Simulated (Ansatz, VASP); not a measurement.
# TiOF (TiOF (P4/mmm)): VASP beside Ansatz

Aim: how closely do two programs agree when they are given the same cell, functional and k mesh? The cell is taken from a series of runs on this material, whose earlier steps may have relaxed, scaled, displaced or heated it; both programs get it as it stands.

Main program and level: Ansatz 0.2.0; plane waves, with VASP 6.6.1 beside it; relaxation of cell and atoms at r2SCAN.

## 1. Set-up

The structure is tetragonal, space group P4/mmm (No. 123). The conventional cell has a = 2.862 Å, b = 2.862 Å, c = 3.935 Å, α = 90.00°, β = 90.00°, γ = 90.00°. Ti has 2 F at 1.97 Å and 4 O at 2.02 Å nearest. Nearest to O lie 4 Ti at 2.02 Å. F has 2 Ti at 1.97 Å nearest. Farther neighbours and most contacts between anions are not listed.

## 2. Ansatz: relaxation of cell and atoms, r2SCAN

Ansatz runs on its PAW soft_1 files.

The relaxed volume is the usual yardstick between codes: in a stiff, nearly cubic crystal its relative difference is about their pressure difference at one cell divided by the bulk modulus.

Contents of input.yaml:

```yaml
crystal:
  lattice:
    - [2.86246, 0.0, 0.0]
    - [0.0, 2.86246, 0.0]
    - [0.0, 0.0, 3.9352058]
  atoms:
    - { symbol: Ti, position: [0.0, 0.0, 0.0] }
    - { symbol: O, position: [0.5, 0.5, 0.0] }
    - { symbol: F, position: [0.0, 0.0, 0.5] }
basis:
  ecutwfc: 500
  xc_grid: 2
hamiltonian:
  xc: r2scan
  pseudopotentials: { kind: paw, azcp: { folder: soft_1 } }
kpoints:
  mp_grid: { grid: [13, 13, 10] }
scf:
  occupations: { method: fermi_dirac, width: 0.05 }
  max_iter: 150
output:
  forces: true
  stress: true
relax:
  f_tol: 0.01
  max_steps: 60
  cell: {}
checkpoint:
  write: "../r2scan.run"
  compress: false
  write_wavefunctions: false
  write_every: 100000
```

On the command line:

```sh
$ ansatz run input.yaml --threads 4 --pin off --max-ram 6594MiB --backend cpu --events-out ev --progress --plain --runs-dir out
```

Numbers of over 12 decimals in the logs are rounded to 6 here.

The program printed:

```text
Engine: ansatz 0.2.0, aarch64-unknown-linux-gnu
Pseudopotentials: kind: paw
Pseudopotential: Ti, paw, valence charge 12, recommended cutoff 500 eV (meta_gga), soft_1/Ti.paw.azcp
Pseudopotential: O, paw, valence charge 6, recommended cutoff 500 eV (meta_gga), soft_1/O.paw.azcp
Pseudopotential: F, paw, valence charge 7, recommended cutoff 500 eV (meta_gga), soft_1/F.paw.azcp
Functional definition: r2SCAN
  parameter k0 = 0.174
  parameter k1 = 0.065
  parameter a1 = 4.9479
  exchange = r2scan_x(k0 = k0, k1 = k1, a1 = a1)
  correlation = r2scan_c
Crystal: 3 atoms, lattice volume = 32.244 Å³
Basis set: ecut = 500 eV, 839 PW (Γ), exchange–correlation on 48×48×60 points (8 copies of the dense FFT grid, shifted against one another)
Bands: 17, of which v1, the nominal top of the filled ones, is band 13 counted from 1 (12 counted from 0)
Symmetry: 16 space group operations
Space group: P4/mmm (ITA 123), of the structure as read, at distance tolerance 3.2e-5 Å
k-points: 168 of 1690
Non-local potential: Ti, projectors of the file, l = 0: 3, l = 1: 2, l = 2: 3, l = 3: 1
Non-local potential: O, projectors of the file, l = 0: 2, l = 1: 2, l = 2: 1
Non-local potential: F, projectors of the file, l = 0: 2, l = 1: 2, l = 2: 1
PAW form: soft (Blöchl's): semilocal exchange-correlation on the pseudo side does not see the compensation charge
PAW frozen core: Ti, regenerated for the run's functional (the file was generated under x = pbe(κ = 0.804, μ = 0.219515), c = pbe(β = 0.066725))
PAW frozen core: O, regenerated for the run's functional (the file was generated under x = pbe(κ = 0.804, μ = 0.219515), c = pbe(β = 0.066725))
PAW frozen core: F, regenerated for the run's functional (the file was generated under x = pbe(κ = 0.804, μ = 0.219515), c = pbe(β = 0.066725))
PAW one-centre angular grid: Ti, 590 points (default); XC on 160 Gauss nodes
PAW one-centre angular grid: O, 302 points (default); XC on 160 Gauss nodes
PAW one-centre angular grid: F, 302 points (default); XC on 160 Gauss nodes
Initial density: superposition of atomic densities (chi_scale 0.1, normalization cell, long waves kept (reshape's long-wave potential 0.02 eV rms))
Initial wavefunctions: pseudopotential atomic-orbital guess
Functional: x = r2scan, c = r2scan; τ floored in thin density (d = 2e-4 eV/Å³)
SCF iter   1: F=—  HF=-3891.430077 eV  |F-HF|=—  |Δ(HF+E_count)|=         —  Δρ=2.85e-1  dr2=3.23e1  dr2_τ=8.31e-1  ethr=3.10e-3  ⟨swp⟩=5.1  Hψ=12389  notcnv=0
preconditioner: auto → none  [metal: Δε(μ)=0.005 eV  Ē_g=10.473 eV  σ=0.050 eV  W_gap=0.03  n_scr=6 (ndim 8)  ℏωp=27.0 eV  f_vac=0.001  D(μ)=0.96/eV (n_scr^D=6)  sad-step TF]
SCF iter   2: F=—  HF=-3888.101435 eV  |F-HF|=—  |Δ(HF+E_count)|=    3.33e0  Δρ=1.37e-1  dr2=3.81e0  dr2_τ=7.14e-1  ethr=3.10e-3  ⟨swp⟩=3.6  Hψ=8698  notcnv=0
SCF iter   3: F=—  HF=-3887.450055 eV  |F-HF|=—  |Δ(HF+E_count)|=   6.51e-1  Δρ=6.98e-2  dr2=8.54e-1  dr2_τ=1.14e-1  ethr=3.10e-3  ⟨swp⟩=2.2  Hψ=6420  notcnv=0
SCF iter   4: F=—  HF=-3887.433018 eV  |F-HF|=—  |Δ(HF+E_count)|=   1.70e-2  Δρ=3.60e-2  dr2=4.21e-1  dr2_τ=3.75e-2  ethr=3.10e-3  ⟨swp⟩=2.4  Hψ=6078  notcnv=0
SCF iter   5: F=—  HF=-3887.365331 eV  |F-HF|=—  |Δ(HF+E_count)|=   6.77e-2  Δρ=1.13e-2  dr2=3.92e-2  dr2_τ=1.95e-3  ethr=1.68e-3  ⟨swp⟩=2.4  Hψ=4822  notcnv=0
SCF iter   6: F=—  HF=-3887.365050 eV  |F-HF|=—  |Δ(HF+E_count)|=   2.81e-4  Δρ=2.41e-3  dr2=8.05e-4  dr2_τ=1.58e-4  ethr=1.57e-4  ⟨swp⟩=2.4  Hψ=5594  notcnv=0
SCF iter   7: F=—  HF=-3887.365584 eV  |F-HF|=—  |Δ(HF+E_count)|=   5.35e-4  Δρ=7.28e-4  dr2=2.16e-4  dr2_τ=8.95e-6  ethr=3.22e-6  ⟨swp⟩=2.3  Hψ=5655  notcnv=0
SCF iter   8: F=—  HF=-3887.365532 eV  |F-HF|=—  |Δ(HF+E_count)|=   5.24e-5  Δρ=3.41e-4  dr2=4.74e-5  dr2_τ=1.50e-6  ethr=8.66e-7  ⟨swp⟩=1.8  Hψ=3229  notcnv=0
SCF iter   9: F=—  HF=-3887.365520 eV  |F-HF|=—  |Δ(HF+E_count)|=   1.19e-5  Δρ=1.36e-4  dr2=7.22e-6  dr2_τ=2.43e-7  ethr=1.90e-7  ⟨swp⟩=1.9  Hψ=3220  notcnv=0
SCF iter  10: F=-3887.365518 eV  HF=-3887.365518 eV  |F-HF|=1.38e-8  |Δ(HF+E_count)|=   2.22e-6  Δρ=1.17e-5  dr2=2.26e-8  dr2_τ=1.89e-9  ethr=4.00e-10  ⟨swp⟩=3.7  Hψ=12176  notcnv=0
SCF 1 converged in 10 iterations: F = -3887.365518 eV  dr2 = 2.26e-8
  greatest PAW one-centre occupation: 1.001 electrons in one spin orbital (limit 2), on the Ti atom at site 0 (counted from 0), in its partial waves of l = 1
relax step   1: F+E_penalty+E_count = -3887.36551789 eV  Δ(F+E_penalty+E_count) = +0.000e0 eV  max|allowed force component| = 9.351e-30 eV/Å  Δτ_max = 0.0000 Å  P = -0.884 GPa  Ω = 32.244 Å³  (10 SCF iters, dr2 threshold 1.00e-7 eV, accepted)
[...]
relax step   2: F+E_penalty+E_count = -3887.36597675 eV  Δ(F+E_penalty+E_count) = -4.589e-4 eV  max|allowed force component| = 3.287e-32 eV/Å  Δτ_max = 0.0000 Å  P = -0.281 GPa  Ω = 32.148 Å³  energy of the carried Pulay correction = +1.094e-4 eV  (4 SCF iters, dr2 threshold 3.00e-7 eV, accepted)
[...]
relax step   3: F+E_penalty+E_count = -3887.36606686 eV  Δ(F+E_penalty+E_count) = -9.010e-5 eV  max|allowed force component| = 7.543e-30 eV/Å  Δτ_max = 0.0000 Å  P = +0.002 GPa  Ω = 32.103 Å³  energy of the carried Pulay correction = +1.605e-4 eV  (4 SCF iters, dr2 threshold 2.30e-7 eV, accepted)
[...]
relax step   4: F+E_penalty+E_count = -3887.36592078 eV  Δ(F+E_penalty+E_count) = +1.461e-4 eV  max|allowed force component| = 8.513e-30 eV/Å  Δτ_max = 0.0000 Å  P = +0.004 GPa  Ω = 32.103 Å³  stress off target by 7.53e-3 GPa  SCF on the basis re-selected at this cell (its energy is not comparable with the rows above)  (5 SCF iters)
basis re-selected at this cell: Δ(F+E_penalty+E_count) = +1.461e-4 eV, ΔP = +0.002 GPa vs the last step (what re-selecting the basis moved, of the pressure what is left beyond the Pulay correction that the steps carried, after the strain that the cell walked since its last selection, with what the two solves' SCF thresholds leave and, on support functions, any second-order correction that the steps lacked; it is no m [...]
SCF converged after 5 iterations
Free energy (F): -3887.365921 eV
Harris-Foulkes:  -3887.365921 eV  (|F-HF|=8.19e-12)
Internal energy: -3887.355713 eV  (E = F + TS)
E sigma→0 (E₀):  -3887.360817 eV
Entropy (-TS):   -0.010208 eV (-3.403 meV/atom)
Fermi energy:    11.271255 eV
--- Per-component energies (eV) ---
  E_band       = -241.431926
  E_kinetic    = 649.755424
  E_local      = -1847.524345  (includes V_loc(G=0)·N_el)
  E_nonlocal   = 197.329463
  E_hartree    = 704.372556
  E_xc         = -260.539634
  E_vxc        = -376.250587  (∫ρ·V_xc dr)
  E_paw        = -1421.785376  (= ΣΔE_a)
  E_vpaw       = -298.455256  (= ΣTr[D̂ρ^β])
  E_aug_tail   = 0.000517  (compensation charges beyond the density's cutoff)
  E_vtau       = 24.967840  (kinetic-family band-sum trace: ∫τ·v_τ [+ j·A + Jᵃ·Aᵃ] dr)
  E_ewald      = -1908.647529
  E_core_change = -0.316789  (= ΣΔE_core)
  E_smearing   = -0.010208  (= −TS)
  E_closure    = -0.000000  (closes the sum)
  Σ components = -3887.365921   (vs F -3887.365921, Δ=0.00e0)
--- Forces (eV/Å), atoms counted from 1 ---
  atom   1  Ti    -0.00000000    -0.00000000     0.00000000
  atom   2  O      0.00000000     0.00000000     0.00000000
  atom   3  F     -0.00000000     0.00000000     0.00000000
  max |Σ_I F_I| component: 1.23e-29 eV/Å
--- Stress (GPa, compression-positive) ---
        0.007529       0.000000       0.000000
        0.000000       0.007529       0.000000
        0.000000       0.000000      -0.004126
  P = ⅓ Tr σ = 0.0036 GPa (0.036 kbar)
--- Relaxed structure (3 steps of the walk, 3 accepted, 1 SCFs on fresh bases) ---
  F+E_penalty+E_count = -3887.36592078 eV   max|allowed force component| = 8.513e-30 eV/Å   (the final SCF, on the basis selected at the relaxed cell)
  cell:  # Å, volume = 32.1034 Å³
    - [2.858165, 0, 0.0]
    - [0, 2.858165, 0.0]
    - [0.0, 0.0, 3.929857]
  atoms:
    - { symbol: Ti, position: [0, 0, 0.0] }
    - { symbol: O, position: [0.5, 0.5, 0.0] }
    - { symbol: F, position: [0, 0, 0.5] }
```

(Part 1 of 2 ends here.)

[Lines on the potential files, build, host, timing and source positions are cut from VASP's logs without a mark.]

[Logs are printed without paths, hosts, clocks, repeated set-up lines and the standing remarks that a program may print on its own settings, such as how far it seeks lower states.]

[Hosts, paths, dates, database ids (printed as entryN), source tags and the programs' standing remarks are cut or masked in the printed files.]
